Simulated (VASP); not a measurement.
Level of theory: revTPSS meta-GGA, VASP's PBE PAW potentials (set 64) (plane waves; VASP).

A VASP calculation is set up with these files.

File POSCAR:
```
Ta
1
   -1.6500000000     1.6500000000     1.6500000000
    1.6500000000    -1.6500000000     1.6500000000
    1.6500000000     1.6500000000    -1.6500000000
Ta
1
Direct
  0.0000000000   0.0000000000   0.0000000000
```

### INCAR
```
LWAVE = .FALSE.
ENCUT = 520   ! plane-wave cut-off (eV)
NSW = 60
NELM = 100   ! most electronic steps
IBRION = 2   ! conjugate gradients
PREC = Accurate
EDIFFG = -0.01   ! ionic stop
ALGO = Normal   ! blocked Davidson
LMIXTAU = .TRUE.
LREAL = .FALSE.   ! projection in real space or not
METAGGA = RTPSS
EDIFF = 1E-6
LMAXMIX = 6
LASPH = .TRUE.
ISIF = 3   ! ions, shape and volume
ISMEAR = 1   ! Methfessel-Paxton
SYSTEM = Ta
SIGMA = 0.1   ! width (eV)
LCHARG = .FALSE.
```

### KPOINTS
```
K-points
0
G
 14 14 14
0 0 0
```

POTCAR, in this order: Ta_pv (PBE.64 set). Program: vasp_std.

The resulting files:

### OSZICAR
```
       N       E                     dE             d eps       ncg     rms          rms(c)
DAV:   1     0.114684270154E+03    0.11468E+03   -0.82006E+03  1912   0.156E+03
DAV:   2     0.355132180521E+02   -0.79171E+02   -0.77870E+02  2131   0.355E+02
DAV:   3     0.332660077019E+02   -0.22472E+01   -0.21341E+01  3099   0.628E+01
DAV:   4     0.332243269117E+02   -0.41681E-01   -0.39430E-01  2351   0.519E+00
DAV:   5     0.332232557498E+02   -0.10712E-02   -0.10628E-02  2733   0.743E-01    0.111E+01
DAV:   6     0.253846005574E+02   -0.78387E+01   -0.20616E+01  1876   0.611E+01    0.105E+01
DAV:   7     0.253370194789E+02   -0.47581E-01   -0.31469E-01  2045   0.733E+00    0.145E+01
DAV:   8     0.255610210917E+02    0.22400E+00   -0.28995E+00  1931   0.213E+01    0.143E+00
DAV:   9     0.255653182881E+02    0.42972E-02   -0.17849E-02  1947   0.191E+00    0.735E-01
DAV:  10     0.255800042242E+02    0.14686E-01   -0.39462E-02  1926   0.245E+00    0.823E-01
DAV:  11     0.255577612438E+02   -0.22243E-01   -0.10437E-02  1923   0.126E+00    0.244E-02
DAV:  12     0.255575909791E+02   -0.17026E-03   -0.95933E-05  2072   0.144E-01    0.419E-02
DAV:  13     0.255574346082E+02   -0.15637E-03   -0.60879E-05  1970   0.102E-01    0.150E-02
DAV:  14     0.255574325381E+02   -0.20701E-05   -0.53583E-06  1912   0.234E-02    0.247E-03
DAV:  15     0.255574336306E+02    0.10925E-05   -0.71642E-07   978   0.113E-02    0.251E-03
DAV:  16     0.255574316523E+02   -0.19783E-05   -0.23649E-07   965   0.543E-03    0.708E-04
DAV:  17     0.255574323303E+02    0.67806E-06   -0.15267E-08   960   0.185E-03
   1 F= 0.25557432E+02 E0= 0.25557389E+02  d E =0.255574E+02
       N       E                     dE             d eps       ncg     rms          rms(c)
DAV:   1     0.254829500919E+02   -0.74482E-01   -0.31622E+00  1911   0.259E+01    0.317E+00
DAV:   2     0.255522864179E+02    0.69336E-01   -0.91486E-02  1909   0.396E+00    0.114E+00
DAV:   3     0.255678025960E+02    0.15516E-01   -0.69402E-02  1934   0.303E+00    0.596E-01
DAV:   4     0.255802417948E+02    0.12439E-01   -0.21773E-02  1944   0.152E+00    0.119E+00
DAV:   5     0.255667692547E+02   -0.13473E-01   -0.21054E-02  1944   0.157E+00    0.117E-01
DAV:   6     0.255665805065E+02   -0.18875E-03   -0.85624E-04  1933   0.333E-01    0.114E-01
DAV:   7     0.255665443045E+02   -0.36202E-04   -0.10147E-04  1940   0.102E-01    0.433E-02
DAV:   8     0.255663435709E+02   -0.20073E-03   -0.30132E-05  1934   0.648E-02    0.143E-03
DAV:   9     0.255663439561E+02    0.38514E-06   -0.56311E-07  1063   0.995E-03
   2 F= 0.25566344E+02 E0= 0.25566223E+02  d E =0.891163E-02
       N       E                     dE             d eps       ncg     rms          rms(c)
DAV:   1     0.255120705684E+02   -0.54273E-01   -0.16869E+00  1908   0.193E+01    0.224E+00
DAV:   2     0.255493096008E+02    0.37239E-01   -0.50326E-02  1918   0.285E+00    0.809E-01
DAV:   3     0.255562781518E+02    0.69686E-02   -0.34418E-02  1936   0.207E+00    0.383E-01
DAV:   4     0.255844677790E+02    0.28190E-01   -0.10607E-02  1878   0.104E+00    0.557E-01
DAV:   5     0.255561378961E+02   -0.28330E-01   -0.10764E-02  1881   0.106E+00    0.147E-01
DAV:   6     0.255558961547E+02   -0.24174E-03   -0.40458E-04  1904   0.210E-01    0.297E-02
DAV:   7     0.255558481655E+02   -0.47989E-04   -0.38140E-05  1920   0.645E-02    0.629E-03
DAV:   8     0.255558378734E+02   -0.10292E-04   -0.10808E-06  1144   0.115E-02    0.105E-03
DAV:   9     0.255558369974E+02   -0.87597E-06   -0.21948E-07   954   0.417E-03
   3 F= 0.25555837E+02 E0= 0.25555745E+02  d E =-.159533E-02
```

OUTCAR:
```
------------------------ aborting loop because EDIFF is reached ----------------------------------------
  FORCE on cell =-STRESS in cart. coord.  units (eV):
  Direction    XX          YY          ZZ          XY          YZ          ZX
  --------------------------------------------------------------------------------------
  Total       -0.0027712     -0.0027712     -0.0027712     -0.0000000     -0.0000000     -0.0000000
  in kB       -0.2498999     -0.2498999     -0.2498999     -0.0000000     -0.0000000     -0.0000000
  external PRESSURE =      -0.2498999 kB  Pullay stress =       0.0000000 kB
  volume of cell :       17.77
      direct lattice vectors                 reciprocal lattice vectors
    -1.643805671  1.643805671  1.643805671     0.000000000  0.304172208  0.304172208
     1.643805671 -1.643805671  1.643805671     0.304172208  0.000000000  0.304172208
     1.643805671  1.643805671 -1.643805671     0.304172208  0.304172208  0.000000000
 POSITION                                       TOTAL-FORCE (eV/Angst)
 -----------------------------------------------------------------------------------
      0.00000     -0.00000      0.00000        -0.000000      0.000000      0.000000
 -----------------------------------------------------------------------------------
    total drift:                               -0.000000     -0.000000      0.000000
  FREE ENERGIE OF THE ION-ELECTRON SYSTEM (eV)
  ---------------------------------------------------
  free  energy   TOTEN  =        25.5558369974 eV

  energy  without entropy=       25.5555611847  energy(sigma->0) =       25.55574506

 reached required accuracy - stopping structural energy minimisation
```
(Selected blocks of OUTCAR.)

### CONTCAR
```
Ta
   1.00000000000000
    -1.6438056710069691    1.6438056710069691    1.6438056710069691
     1.6438056710069691   -1.6438056710069691    1.6438056710069691
     1.6438056710069691    1.6438056710069691   -1.6438056710069691
  Ta
     1
Direct
     0.0000000000000000    0.0000000000000000    0.0000000000000000
```

The compound is Ta in the bcc structure. This run relaxes it. Symmetry was kept, so distortions that lower it aren't found.
